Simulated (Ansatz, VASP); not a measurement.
# Two plane-wave programs on GaIr4

Contents of INCAR:

```
SYSTEM = GaIr4
ALGO = Normal
EDIFF = 1E-7
ENCUT = 520
GGA = PE
ISIF = 2
ISMEAR = 0
ISPIN = 2
LASPH = .True.
LCHARG = .False.
LMAXMIX = 4
LORBIT = 11
LREAL = .False.
LWAVE = .False.
MAGMOM = 0 1 1 1 1
NBANDS = 36
NELM = 150
PREC = Accurate
SIGMA = 0.1
```

Contents of KPOINTS:

```
k-points
0
Gamma
  4 4 4
  0 0 0
```

Contents of POSCAR:

```
GaIr4
1.0
   -2.7891575513      2.7891575513      2.7891575513
    2.7891575513     -2.7891575513      2.7891575513
    2.7891575513      2.7891575513     -2.7891575513
Ga Ir
1 4
Direct
    0.0000000000      0.0000000000      0.0000000000
    0.0000000000      0.5000000000      0.0000000000
    0.5000000000      0.5000000000      0.5000000000
    0.0000000000      0.0000000000      0.5000000000
    0.5000000000      0.0000000000      0.0000000000
```

Input for Ansatz:

```yaml
crystal:
  lattice:
    - [-2.7891575513, 2.7891575513, 2.7891575513]
    - [2.7891575513, -2.7891575513, 2.7891575513]
    - [2.7891575513, 2.7891575513, -2.7891575513]
  atoms:
    - { symbol: Ga, position: [0.0, 0.0, 0.0] }
    - { symbol: Ir, position: [0.0, 0.5, 0.0], spin: 1.0 }
    - { symbol: Ir, position: [0.5, 0.5, 0.5], spin: 1.0 }
    - { symbol: Ir, position: [0.0, 0.0, 0.5], spin: 1.0 }
    - { symbol: Ir, position: [0.5, 0.0, 0.0], spin: 1.0 }
basis:
  ecutwfc: 420
kpoints:
  mp_grid: { grid: [4, 4, 4] }
hamiltonian:
  xc: pbe
scf:
  occupations: { method: gaussian, width: 0.1 }
  lower_state_search: "off"
output:
  forces: true
  stress: true
  eigenvalues: true
  populations: true
magnetization:
  spin_polarized: true
```

Change from the starting cell: species swapped into the GeF4 type (I-43m, No. 217).

Alike in both runs: task single point; functional PBE; k mesh 4 × 4 × 4; occupations gaussian, width 0.1 eV; collinear spin.

```csv
,VASP,Ansatz
version,VASP 6.6.1,Ansatz 0.2.0
potentials or method,"VASP PAW PBE potentials, release 64 (Ga_d, Ir)","scalar-relativistic, plane waves, PAW"
plane-wave cutoff (eV),520,420
valence electrons in the cell,49,81
```

```tsv
	VASP	Ansatz	Ansatz less VASP
gap on the k mesh at the Fermi level (eV)	none	none	-
pressure (GPa)	0.6	0.1	-0.48
net moment per atom (μB)	0.00	0.00	0.000
```

A gap of «none» marks a metal or a gap that the smearing closes. The functional is the same, so the differences come from potentials, cutoffs and numerics. The two sets of potentials don't hold the same shells in valence. Ansatz warned: «seeded_moment_not_kept».

Caveats: the k mesh is coarse (spacing up to 0.40 Å⁻¹), so the values aren't converged. Spin-orbit coupling is left out, which matters for the levels of Ir.
